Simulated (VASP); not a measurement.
Method: PBE GGA, VASP's PBE PAW potentials (set 64) (plane waves; VASP).

A VASP calculation is set up with these files.

KPOINTS:
```
Automatic
0
G
 5 5 5
0.5 0.5 0.5
```

INCAR:
```
SYSTEM = InP
PREC = Accurate
ENCUT = 270
EDIFF = 1E-6
NELM = 100
ALGO = Normal
LREAL = .FALSE.
LASPH = .TRUE.
ISMEAR = 0
SIGMA = 0.05
GGA = PE
LMAXMIX = 4
LWAVE = .FALSE.
LCHARG = .FALSE.
ISIF = 2
```

### POSCAR
```
InP
1
    0.0000000000     3.0009780000     3.0009780000
    3.0009780000     0.0000000000     3.0009780000
    3.0009780000     3.0009780000     0.0000000000
In P
1 1
Direct
  0.0000000000   0.0000000000   0.0000000000
  0.2500000000   0.2500000000   0.2500000000
```

POTCAR, in this order: In_d P (PBE.64 set). Program: vasp_std.

Output

### OSZICAR
```
       N       E                     dE             d eps       ncg     rms          rms(c)
DAV:   1     0.916112465801E+02    0.91611E+02   -0.59897E+03   494   0.913E+02
DAV:   2    -0.351274333953E+01   -0.95124E+02   -0.93258E+02   554   0.259E+02
DAV:   3    -0.868082359969E+01   -0.51681E+01   -0.51476E+01   649   0.668E+01
DAV:   4    -0.878799663972E+01   -0.10717E+00   -0.10714E+00   618   0.112E+01
DAV:   5    -0.879130044213E+01   -0.33038E-02   -0.33038E-02   666   0.154E+00    0.521E+00
DAV:   6    -0.842096584898E+01    0.37033E+00   -0.72535E-01   721   0.133E+01    0.326E+00
DAV:   7    -0.839904845265E+01    0.21917E-01   -0.17003E-01   661   0.315E+00    0.122E+00
DAV:   8    -0.839950075415E+01   -0.45230E-03   -0.13717E-02   595   0.158E+00    0.301E-01
DAV:   9    -0.840026612415E+01   -0.76537E-03   -0.21062E-03   614   0.626E-01    0.190E-01
DAV:  10    -0.840031720576E+01   -0.51082E-04   -0.17921E-04   633   0.113E-01    0.130E-01
DAV:  11    -0.840036504161E+01   -0.47836E-04   -0.29976E-05   574   0.390E-02    0.596E-02
DAV:  12    -0.840038607861E+01   -0.21037E-04   -0.54591E-05   534   0.111E-01    0.187E-02
DAV:  13    -0.840038638743E+01   -0.30882E-06   -0.21288E-06   578   0.133E-02
   1 F= -.84003864E+01 E0= -.84003864E+01  d E =-.757955E-17
```

OUTCAR:
```
------------------------ aborting loop because EDIFF is reached ----------------------------------------
  FORCE on cell =-STRESS in cart. coord.  units (eV):
  Direction    XX          YY          ZZ          XY          YZ          ZX
  --------------------------------------------------------------------------------------
  Total       -0.4703363     -0.4703363     -0.4703363      0.0000000      0.0000000      0.0000000
  in kB      -13.9412160    -13.9412160    -13.9412160      0.0000000      0.0000000      0.0000000
  external PRESSURE =     -13.9412160 kB  Pullay stress =       0.0000000 kB
  volume of cell :       54.05
      direct lattice vectors                 reciprocal lattice vectors
     0.000000000  3.000978000  3.000978000    -0.166612351  0.166612351  0.166612351
     3.000978000  0.000000000  3.000978000     0.166612351 -0.166612351  0.166612351
     3.000978000  3.000978000  0.000000000     0.166612351  0.166612351 -0.166612351
  FREE ENERGIE OF THE ION-ELECTRON SYSTEM (eV)
  ---------------------------------------------------
  free  energy   TOTEN  =        -8.4003863874 eV

  energy  without entropy=       -8.4003863874  energy(sigma->0) =       -8.40038639
```
(Selected blocks of OUTCAR.)

At this cut-off the stress carries a Pulay error, which pulls relaxed volumes low.

The structure comes from a computed database's InP entry; how it stands against other phases isn't given here. The cell was not relaxed at this level. The run is one of a series of settings (ENCUT = 270 against the base run), some of them coarse on purpose.
